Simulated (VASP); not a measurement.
# Sr: Sr into a neighbouring Sr vacancy, part 5 of 5

Aim: the barrier for one hop in Sr: Sr into a neighbouring Sr vacancy.

VASP 6.6.1; PBEsol; plane waves and PAW (Sr_sv).

So far. Step 4 (Relax the start): The run ended after 4 ionic steps, 0.024 eV below its first step, once the forces on the free atoms met EDIFFG = -0.05. Step 5 (Relax the end): The run ended after 4 ionic steps, 0.031 eV below its first step, once the forces on the free atoms met EDIFFG = -0.05.

## 6. Nudged elastic band (continued)

From OUTCAR (step 6):

```text
   NELECT =     310.0000    total number of electrons

  tangential force (eV/A)        -0.302642
  left and right image   1.112463  1.110748 A

  tangential force (eV/A)        -0.303630
  left and right image   1.113075  1.111651 A

 E-fermi :   1.5197

 k-point     1 :       0.2500    0.2500    0.2500
  band No.  band energies     occupation
    ...
    152       1.3804      2.03203
    153       1.4025      1.97039
    154       1.4748      1.48271
    155       1.4964      1.25933
    156       1.4981      1.24127
    157       1.7474     -0.05369
    158       1.7685     -0.04075
    159       1.7709     -0.03931
    160       1.8169     -0.01696
    161       1.8265     -0.01378
    ...

 POSITION                                       TOTAL-FORCE (eV/Angst)
 -----------------------------------------------------------------------------------
      8.17676      2.26083     11.83147         0.218534      0.215629      0.000743
      8.90866     -0.07464      3.13729        -0.015861      0.007910     -0.008702
     -0.05408      0.00088     -0.00451         0.009750     -0.013866      0.000232
      3.07724      2.91043     11.83379        -0.000620     -0.014744     -0.000495
      5.91966      5.86467     11.83257        -0.014668      0.008968      0.000751
      8.83443      8.99218     11.83233        -0.016804      0.001447      0.000768
      2.97052     11.83843      2.92073        -0.012311     -0.009135      0.002730
      5.84569      2.99095      3.14049         0.006101     -0.015801     -0.009833
      8.83767      5.85431      2.87529        -0.007708     -0.003212     -0.006818
      5.87856     -0.04356      5.91461        -0.015319     -0.013336     -0.000553
      8.88035      2.96221      5.91430         0.006946      0.003998      0.001526
      8.91083     -0.07455      8.69031        -0.017757      0.007391      0.009267
     11.78245      5.86196     -0.00311        -0.004673     -0.005201     -0.001618
      2.96541      8.88695     11.83406        -0.007049     -0.008684     -0.000918
     11.77549      2.91709      2.87617        -0.004420     -0.007342     -0.007739
      2.93644      5.91611      2.91546        -0.004563     -0.014467     -0.003185
      5.92291      8.88482      2.91734        -0.012357     -0.008111      0.004876
     11.89206     11.82423      5.91433        -0.012622     -0.015403     -0.001232
      2.87553      2.96410      5.91351         0.000048     -0.000762     -0.000072
      5.90574      5.97561      5.91514        -0.015302     -0.013917     -0.000569
      8.88288      8.79555      5.91563        -0.000173     -0.001847     -0.001365
      2.96743      0.00246      8.90691        -0.010594     -0.012012     -0.001893
      5.84276      2.99128      8.68670         0.009671     -0.017054      0.011656
      8.83746      5.85550      8.95364        -0.007986     -0.004963      0.007120
[...]
-----------------------------------------------------------------------------------
    total drift:                               -0.004551     -0.004106      0.005170

  FREE ENERGIE OF THE ION-ELECTRON SYSTEM (eV)
  ---------------------------------------------------
  free  energy   TOTEN  =       -55.7740352086 eV

  energy  without entropy=      -55.7741986544  energy(sigma->0) =      -55.77408969

  tangential force (eV/A)        -0.311395
  left and right image   1.124465  1.126185 A

[... 6 parts as in an earlier step ...]

[... 6 further parts left out ...]
```

Images along the path:

```csv
image,path (A),energy (eV),"Sr1: x, y, z (Å)"
0,0.000,0.0000,"8.867, 2.961, 11.833"
1,1.124,0.2100,"8.177, 2.261, 11.831"
2,2.251,0.4205,"7.396, 1.482, 11.830"
3,3.377,0.2087,"6.617, 0.700, 11.831"
4,4.502,0.0008,"5.917, 0.014, 11.817"
```

This step gave:

| Property | Result |
| --- | --- |
| electronic cycles | 151 |
| path length | 4.502 Å |
| barrier | 0.4205 eV |
| barrier in the reverse direction | 0.4197 eV |
| barrier from a spline through the images | 0.4205 eV |
| reaction energy | 7.59e-4 eV |

What the program prints for this run, and its count of cycles, belong to image 1; the force that counts for the threshold is the band's, across the path.

## 7. Results

- hop: Sr into a neighbouring Sr vacancy
- barrier: 0.420 eV
- barrier in the reverse direction: 0.420 eV
- barrier from a spline through the images: 0.420 eV
- reaction energy: 7.6e-4 eV
- path length: 4.50 Å

In words: The barrier is 0.42 eV forwards and 0.42 eV backwards. With an attempt frequency of 10¹³ per second, taken as a typical value, this barrier gives about 10^6 hops a second at 300 K. Both ends are alike and an image sits at the midpoint, which is the saddle if the path is symmetric. The band met its force threshold after 13 steps. Cell and mesh are small and were not tested. The band started on a straight line, so other routes may lie lower.

[Lines on the potential files, build, host, timing and source positions are cut from VASP's logs without a mark.]

[Logs are printed without paths, hosts, clocks, repeated set-up lines and the standing remarks that a program may print on its own settings, such as how far it seeks lower states.]

[Hosts, paths, dates, database ids (printed as entryN), source tags and the programs' standing remarks are cut or masked in the printed files.]

[Runs that stopped without an error message from VASP are left out.]
